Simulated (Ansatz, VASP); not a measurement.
**Cross-check of Hf (Hafnium) between VASP and Ansatz**

One calculation is typed for both programs; each brings its own data sets. How far apart do they land? The cell is taken from a series of runs on this material, whose earlier steps may have relaxed, scaled, displaced or heated it; both programs get it as it stands.

Program: Ansatz 0.2.0. Level of theory: plane waves, with VASP 6.6.1 beside it; zone-centre phonons at PBEsol. Results are calculated unless marked as measured.

## Step 1: The starting structure

Symmetry: P6_3/mmc, No. 194, hexagonal system. The conventional cell has a = 3.149 Å, b = 3.149 Å, c = 4.980 Å, α = 90.00°, β = 90.00°, γ = 120.00°. Nearest to Hf lie 12 Hf at 3.08 to 3.15 Å.

## Step 2: Ansatz: zone-centre phonons, PBEsol

Ansatz runs on its PAW soft_1 files.

Second derivatives magnify differences that forces hide, and they need a tight electronic threshold.

input.yaml

```yaml
crystal:
  lattice:
    - [3.149451897, 0.0, 0.0]
    - [-1.5747259485, 2.7275053508, 0.0]
    - [0.0, 0.0, 4.9799379558]
  atoms:
    - { symbol: Hf, position: [0.3333333333, 0.6666666667, 0.25] }
    - { symbol: Hf, position: [0.6666666667, 0.3333333333, 0.75] }
kpoints:
  mp_grid: { grid: [15, 15, 8] }
hamiltonian:
  xc: pbesol
  pseudopotentials: { kind: paw, azcp: { folder: soft_1 }, xc_functional: pbe }
scf:
  occupations: { method: methfessel_paxton, width: 0.2 }
output:
  eigenvalues: true
phonons:
  method: dfpt
```

Started as:

```sh
$ ansatz run input.yaml --threads 4 --pin off --max-ram 10240MiB --backend cpu --events-out ev --progress --plain --runs-dir out
```

Numbers of over 12 decimals in the logs are rounded to 6 here.

Output:

```text
zone centre: on kpoints.mp_grid the ground state, and the responses unless they are solved on pairs of k-points, stand on 320 of the mesh's 1800 k-points, reduced under 4 symmetry operations, with k and −k counted as one. Each operation leaves every solved displacement unchanged or reverses it
Engine: ansatz 0.2.0, x86_64-unknown-linux-gnu
Pseudopotentials: kind: paw
Pseudopotential: Hf, paw, valence charge 26, recommended cutoff 420 eV (normal), soft_1/Hf.paw.azcp
Functional definition: PBEsol
  exchange = pbesol_x
  correlation = pbesol_c
Crystal: 2 atoms, lattice volume = 42.778 Å³
Basis set: ecut = 420 eV, 833 PW (Γ), exchange–correlation on 48×48×72 points (8 copies of the dense FFT grid, shifted against one another)
Bands: 32, of which v1, the nominal top of the filled ones, is band 26 counted from 1 (25 counted from 0)
Symmetry: 24 space group operations
k-points: 320 of 1800 (irreducible under 4 space group operations, time reversal used)
Non-local potential: Hf, projectors of the file, l = 0: 3, l = 1: 2, l = 2: 2, l = 3: 3
PAW form: soft (Blöchl's): semilocal exchange-correlation on the pseudo side does not see the compensation charge
PAW frozen core: Hf, regenerated for the run's functional, and the local potential with it (the file was generated under x = pbe(κ = 0.804, μ = 0.219515), c = pbe(β = 0.066725))
PAW one-centre angular grid: Hf, 590 points (default); XC on 64 Gauss nodes
Initial density: superposition of atomic densities (chi_scale 0.1, normalization cell)
Initial wavefunctions: pseudopotential atomic-orbital guess
Functional: x = pbesol(κ = 0.804, μ = 0.123457), c = pbesol(β = 0.046)
SCF iter   1: F=—  HF=-31197.850302 eV  |F-HF|=—  |Δ(HF+E_count)|=         —  Δρ=3.63e-2  dr2=6.67e-1  ethr=3.10e-3  ⟨swp⟩=4.9  Hψ=34870  notcnv=0
preconditioner: auto → Kerker (q_TF=auto, 2.819 Å⁻¹)  [metal: Δε(μ)=0.033 eV  Ē_g=16.898 eV  σ=0.200 eV  W_gap=0.14  n_scr=22 (ndim 8)  ℏωp=39.3 eV  f_vac=0.000  D(μ)=1.25/eV (n_scr^D=2)]
SCF iter   2: F=—  HF=-31197.702816 eV  |F-HF|=—  |Δ(HF+E_count)|=   1.47e-1  S|Δr|=    0.00e0  Δρ=2.27e-2  dr2=2.58e-1  ethr=1.28e-3  ⟨swp⟩=3.0  Hψ=20184  notcnv=0  defer=139
SCF iter   3: F=—  HF=-31197.649543 eV  |F-HF|=—  |Δ(HF+E_count)|=   5.33e-2  S|Δr|=    0.00e0  Δρ=9.76e-3  dr2=4.79e-2  ethr=4.95e-4  ⟨swp⟩=2.0  Hψ=15974  notcnv=0  defer=136
SCF iter   4: F=—  HF=-31197.601689 eV  |F-HF|=—  |Δ(HF+E_count)|=   4.79e-2  S|Δr|=    0.00e0  Δρ=3.09e-3  dr2=2.00e-3  ethr=9.21e-5  ⟨swp⟩=2.0  Hψ=18437  notcnv=0  defer=136
SCF iter   5: F=—  HF=-31197.602764 eV  |F-HF|=—  |Δ(HF+E_count)|=   1.08e-3  S|Δr|=    0.00e0  Δρ=6.48e-4  dr2=1.67e-4  ethr=3.84e-6  ⟨swp⟩=2.2  Hψ=14623  notcnv=0  defer=133
SCF iter   6: F=—  HF=-31197.602923 eV  |F-HF|=—  |Δ(HF+E_count)|=   1.60e-4  S|Δr|=    0.00e0  Δρ=1.39e-4  dr2=6.43e-6  ethr=3.22e-7  ⟨swp⟩=2.1  Hψ=18480  notcnv=0  defer=133
SCF iter   7: F=—  HF=-31197.602935 eV  |F-HF|=—  |Δ(HF+E_count)|=   1.19e-5  S|Δr|=    0.00e0  Δρ=3.16e-5  dr2=4.40e-7  ethr=1.24e-8  ⟨swp⟩=2.4  Hψ=18734  notcnv=0  defer=133
SCF iter   8: F=—  HF=-31197.602935 eV  |F-HF|=—  |Δ(HF+E_count)|=   1.45e-7  S|Δr|=    0.00e0  Δρ=6.17e-6  dr2=1.73e-8  ethr=8.46e-10  ⟨swp⟩=2.4  Hψ=14446  notcnv=0  defer=150
SCF iter   9: F=—  HF=-31197.602935 eV  |F-HF|=—  |Δ(HF+E_count)|=   3.66e-9  S|Δr|=    0.00e0  Δρ=1.21e-6  dr2=4.90e-10  ethr=3.33e-11  ⟨swp⟩=2.4  Hψ=18271  notcnv=0  defer=150
SCF iter  10: F=—  HF=-31197.602935 eV  |F-HF|=—  |Δ(HF+E_count)|=  1.46e-11  S|Δr|=    0.00e0  Δρ=2.42e-7  dr2=2.04e-11  ethr=1.00e-12  ⟨swp⟩=2.5  Hψ=18270  notcnv=0  defer=150
SCF iter  11: F=-31197.602935 eV  HF=-31197.602935 eV  |F-HF|=3.64e-12  |Δ(HF+E_count)|=  1.09e-11  S|Δr|=    0.00e0  Δρ=6.56e-8  dr2=8.84e-13  ethr=1.00e-12  ⟨swp⟩=10.2  Hψ=59077  notcnv=0
the search or the solves at the SCF's close seem to have found levels that the self-consistency loop had missed (the run counts 1). By its estimate they hold under 1e-12 electrons; where the run keeps them, the occupations were computed again with them
SCF 1 converged in 11 iterations: F = -31197.602935 eV  dr2 = 8.84e-13
  greatest PAW one-centre occupation: 0.998 electrons in one spin orbital (limit 2), on the Hf atom at site 1 (counted from 0), in its partial waves of l = 0
DFPT response loops at Γ: preconditioner auto → Kerker (q_TF=auto, 2.819 Å⁻¹) (partly filled bands, converged f_vac=0.000); β = 1.00, the filter's whole step (`scf.mixing.beta` (0.50) is not read by the response loops under this deck's `scf.mixing.preconditioner`; to damp them name `kerker` or `kerker_dos`, under which they read `scf.mixing.beta`, and type it under 1.00, their step now; both keys bind the ground state too); Broyden in place of MSR1
SCF converged after 11 iterations
Stability not checked: this state was not tested for a lower state beside it, because cold or Methfessel-Paxton smearing, or corrected tetrahedra, fill the levels in a way that the test cannot read (fill_not_monotonic; see scf.lower_state_search)
Free energy (F): -31197.602935 eV
Harris-Foulkes:  -31197.602935 eV  (|F-HF|=3.64e-12)
Internal energy: -31197.606876 eV  (E = F + TS)
E sigma→0 (E₀):  -31197.603920 eV
Entropy (-TS):   0.003940 eV (1.970 meV/atom)
Fermi energy:    18.931986 eV
Step filling:    the computed levels leave a gap of 0.0000 eV = 0.0 smearing widths at the electron count; against every level under it full and every level over it empty, smearing changes F+E_penalty+E_count by +0.855 meV and its σ→0 estimate by -0.130 meV
--- Per-component energies (eV) ---
  E_band       = 26.594774
  E_kinetic    = 821.751860
  E_local      = -12395.020561  (includes V_loc(G=0)·N_el)
  E_nonlocal   = 129.137925
  E_hartree    = 6051.833084
  E_xc         = -530.265345
  E_vxc        = -510.526125  (∫ρ·V_xc dr)
  E_paw        = -15151.136627  (= ΣΔE_a)
  E_vpaw       = -122.414660  (= ΣTr[D̂ρ^β])
  E_aug_tail   = 0.000184  (compensation charges beyond the density's cutoff)
  E_ewald      = -10126.409508
  E_core_change = 2.502112  (= ΣΔE_core)
  E_smearing   = 0.003940  (= −TS)
  E_closure    = -0.000000  (closes the sum)
  Σ components = -31197.602935   (vs F -31197.602935, Δ=0.00e0)
--- Band table (eV; the first three rows and the last of 320) ---
  k-point 0: bands = [... 22 lower, 11.3778, 15.0552, 19.7536, 20.0798, 20.0798, 20.3843, 20.9534, 20.9534, ... 2 higher]
  k-point 1: bands = [... 22 lower, 11.5302, 14.9928, 19.5222, 19.9915, 19.9915, 20.2525, 20.8258, 20.8258, ... 2 higher]
  k-point 2: bands = [... 22 lower, 11.9696, 14.7423, 19.0947, 19.8651, 19.8651, 19.9010, 20.5275, 20.5275, ... 2 higher]
  k-point 319: bands = [... 22 lower, 15.9303, 15.9303, 18.1215, 18.1215, 18.8962, 18.8962, 21.1887, 21.1887, ... 2 higher]
--- Phonons (Γ-DFPT): 2 representative perturbations + reference, on 320 of 1800 k-points (Σ response iterations 6) ---
  k mesh reduced under 4 symmetry operations, with k and −k counted as one. Each operation leaves every solved displacement unchanged or reverses it
  ASR residual: 2.916e-5 → 0.000e0 eV/Å²; symmetrization residual: 4.570e-12 eV/Å²
  ASR residual per site (eV/Å²): 2.92e-5 2.92e-5
  Γ frequencies (cm⁻¹): 0.00 0.00 0.00 79.01 79.01 109.78
  non-analytic LO–TO correction: not included (Born effective charges unavailable; polar crystals: no LO–TO splitting at Γ)
```

The column dr2 measures how far the density is from self-consistency, as an energy; F and HF (Harris–Foulkes) agree once it is small.

## Step 3: VASP: zone-centre phonons, PBEsol

The same cell, functional, mesh and smearing now go to VASP, with its own data sets.

Lines of VASP's logs that name or quote its potential files are left out, and so is its time.

INCAR

```
SYSTEM = Hf
PREC = Accurate
ENCUT = 500
EDIFF = 1E-08
NELM = 120
ISMEAR = 1
SIGMA = 0.2
LREAL = .FALSE.
ALGO = Normal
GGA = PS
NBANDS = 16
LASPH = .TRUE.
LORBIT = 11
LWAVE = .FALSE.
LCHARG = .FALSE.
ISIF = 2
IBRION = 8
GGA_COMPAT = .FALSE.
KPAR = 2
```

POSCAR

```
Hf
1.0
    3.1494518970      0.0000000000      0.0000000000
   -1.5747259485      2.7275053508      0.0000000000
    0.0000000000      0.0000000000      4.9799379558
Hf
2
Direct
    0.3333333334      0.6666666668      0.2500000000
    0.6666666668      0.3333333334      0.7500000000
```

KPOINTS

```
Automatic mesh
0
Gamma
15 15 8
0 0 0
```

Potentials, in the order of the species: Hf_pv (PBE family, release 64).

Started as:

```sh
$ mpirun -np 2 vasp_std
```

Output:

```text
[banner, memory and clock lines left out]
running    2 mpi-ranks, on    1 nodes
 distrk:  each k-point on    1 cores,    2 groups
 distr:  one band on    1 cores,    1 groups

 POSCAR found type information on POSCAR Hf
 POSCAR found :  1 types and       2 ions
|                                                                             |
|               ----> ADVICE to this user running VASP <----                  |
|                                                                             |
|     You enforced a specific xc type in the INCAR file but a different       |
|     [... a line on the potential file left out ...]
|     I HOPE YOU KNOW WHAT YOU ARE DOING!                                     |
|                                                                             |

 LDA part: xc-table for (Slater+PW92), standard interpolation
 POSCAR, INCAR and KPOINTS ok, starting setup
 FFT: planning ... GRIDC
 FFT: planning ... GRID_SOFT
 FFT: planning ... GRID
 WAVECAR not read
 entering main loop
       N       E                     dE             d eps       ncg     rms          rms(c)
DAV:   1     0.460499520384E+02    0.46050E+02   -0.11365E+04  4352   0.116E+03
DAV:   2    -0.201985532008E+02   -0.66249E+02   -0.64795E+02  5720   0.251E+02
DAV:   3    -0.217373229269E+02   -0.15388E+01   -0.15305E+01  5736   0.264E+01
DAV:   4    -0.217488653962E+02   -0.11542E-01   -0.11535E-01  5304   0.276E+00
DAV:   5    -0.217490071293E+02   -0.14173E-03   -0.14173E-03  5720   0.253E-01    0.675E+01
DAV:   6    -0.212071211267E+02    0.54189E+00   -0.48395E-01  5168   0.465E+00    0.400E+01
DAV:   7    -0.210146318770E+02    0.19249E+00   -0.80760E-01  5288   0.578E+00    0.189E+00
DAV:   8    -0.210046233753E+02    0.10009E-01   -0.51069E-02  4960   0.156E+00    0.358E-01
DAV:   9    -0.210047251900E+02   -0.10181E-03   -0.10969E-03  5904   0.243E-01    0.193E-01
DAV:  10    -0.210047159769E+02    0.92131E-05   -0.44243E-05  5088   0.482E-02    0.197E-01
DAV:  11    -0.210047173011E+02   -0.13242E-05   -0.43477E-06  5864   0.150E-02    0.130E-02
DAV:  12    -0.210047173696E+02   -0.68473E-07   -0.41942E-07  5064   0.447E-03    0.394E-03
DAV:  13    -0.210047173222E+02    0.47406E-07   -0.13678E-08  4040   0.923E-04    0.150E-03
DAV:  14    -0.210047173019E+02    0.20261E-07   -0.11918E-09  3000   0.294E-04    0.269E-04
DAV:  15    -0.210047172992E+02    0.27360E-08   -0.18795E-10  2784   0.111E-04
   1 F= -.21004717E+02 E0= -.21006003E+02  d E =0.385794E-02
 Linear response reoptimize wavefunctions to high precision
DAV:   1    -0.210047172984E+02    0.83082E-09   -0.38824E-11  3040   0.523E-05
DAV:   2    -0.210047172984E+02   -0.22737E-10   -0.85611E-12  2608   0.232E-05
 Linear response DOF=           2
 Linear response progress:
  Degree of freedom:   1/  2
       N       E                     dE             d eps       ncg     rms          rms(c)
RMM:   1    -0.200899157029E+00   -0.20090E+00    0.46075E+00 18616   0.120E+01
RMM:   2    -0.206214718877E+00   -0.53156E-02   -0.38486E-02 27716   0.122E+00    0.572E-01
RMM:   3    -0.205367136037E+00    0.84758E-03   -0.44344E-03 34736   0.267E-01    0.125E-01
RMM:   4    -0.204990954563E+00    0.37618E-03   -0.49595E-04 41115   0.920E-02    0.187E-01
RMM:   5    -0.204546693155E+00    0.44426E-03   -0.45545E-05 37571   0.422E-02    0.184E-02
RMM:   6    -0.204463710496E+00    0.82983E-04   -0.16935E-05 42641   0.147E-02    0.308E-02
RMM:   7    -0.204467710077E+00   -0.39996E-05   -0.18233E-05 38053   0.702E-03    0.422E-02
RMM:   8    -0.204457443887E+00    0.10266E-04    0.59617E-06 39072   0.320E-03    0.831E-03
RMM:   9    -0.204456692944E+00    0.75094E-06   -0.62443E-06 42095   0.925E-04    0.260E-03
RMM:  10    -0.204457054200E+00   -0.36126E-06   -0.26430E-06 41509   0.261E-04    0.266E-04
RMM:  11    -0.204457303785E+00   -0.24959E-06   -0.14866E-06 40794   0.127E-04    0.588E-04
RMM:  12    -0.204457310317E+00   -0.65320E-08   -0.70968E-07 41150   0.565E-05    0.192E-05
RMM:  13    -0.204457359339E+00   -0.49022E-07   -0.35749E-07 40514   0.288E-05    0.856E-05
RMM:  14    -0.204457372482E+00   -0.13142E-07   -0.17389E-07 37953   0.166E-05    0.381E-06
RMM:  15    -0.204457379603E+00   -0.71215E-08   -0.88800E-08 33135   0.110E-05    0.125E-05
 first order change of Fermi-energy  -0.26280E-05
 force on displaced ion       1 direction 1 :  -2.067  -0.000   0.000
 Linear response progress:
  Degree of freedom:   2/  2
       N       E                     dE             d eps       ncg     rms          rms(c)
RMM:   1    -0.242968107169E+00   -0.24297E+00    0.48834E+00  6447   0.124E+01
RMM:   2    -0.253251704177E+00   -0.10284E-01   -0.44679E-02  9558   0.126E+00    0.729E-01
RMM:   3    -0.252387339793E+00    0.86436E-03   -0.34547E-03 11179   0.288E-01    0.207E-01
RMM:   4    -0.252190760634E+00    0.19658E-03   -0.45939E-04 13356   0.101E-01    0.203E-01
RMM:   5    -0.251885125419E+00    0.30564E-03    0.82984E-05 12922   0.443E-02    0.485E-02
RMM:   6    -0.251787129673E+00    0.97996E-04    0.30209E-05 11516   0.199E-02    0.434E-02
RMM:   7    -0.251810041488E+00   -0.22912E-04   -0.18795E-05 12627   0.625E-03    0.180E-02
RMM:   8    -0.251813239560E+00   -0.31981E-05    0.87587E-06 13279   0.306E-03    0.362E-03
RMM:   9    -0.251804240427E+00    0.89991E-05   -0.61244E-06 13263   0.168E-03    0.184E-03
RMM:  10    -0.251803474509E+00    0.76592E-06   -0.28083E-06 13362   0.479E-04    0.530E-04
RMM:  11    -0.251803591652E+00   -0.11714E-06   -0.40288E-06 13374   0.199E-04    0.953E-05
RMM:  12    -0.251803343078E+00    0.24857E-06   -0.15243E-06 14108   0.657E-05    0.480E-05
RMM:  13    -0.251803396669E+00   -0.53592E-07   -0.19613E-06 13073   0.293E-05    0.215E-05
RMM:  14    -0.251803253724E+00    0.14294E-06   -0.35326E-07 13662   0.168E-05    0.753E-06
RMM:  15    -0.251803322487E+00   -0.68762E-07   -0.99825E-07 12058   0.100E-05    0.196E-06
RMM:  16    -0.251803261489E+00    0.60997E-07   -0.30290E-07  9536   0.726E-06    0.589E-07
RMM:  17    -0.251803277535E+00   -0.16045E-07   -0.45698E-07  8004   0.611E-06    0.555E-07
RMM:  18    -0.251803271140E+00    0.63948E-08   -0.36397E-07  7508   0.553E-06    0.276E-07
RMM:  19    -0.251803275298E+00   -0.41584E-08   -0.40524E-07  7046   0.525E-06    0.718E-08
 first order change of Fermi-energy  -0.15329E-03
 force on displaced ion       1 direction 3 :   0.000   0.000  -3.814
 Linear response finished
```

[end of part 1 of 2]

[Lines on the potential files, build, host, timing and source positions are cut from VASP's logs without a mark.]

[Logs are printed without paths, hosts, clocks, repeated set-up lines and the standing remarks that a program may print on its own settings, such as how far it seeks lower states.]

[Hosts, paths, dates, database ids (printed as entryN), source tags and the programs' standing remarks are cut or masked in the printed files.]
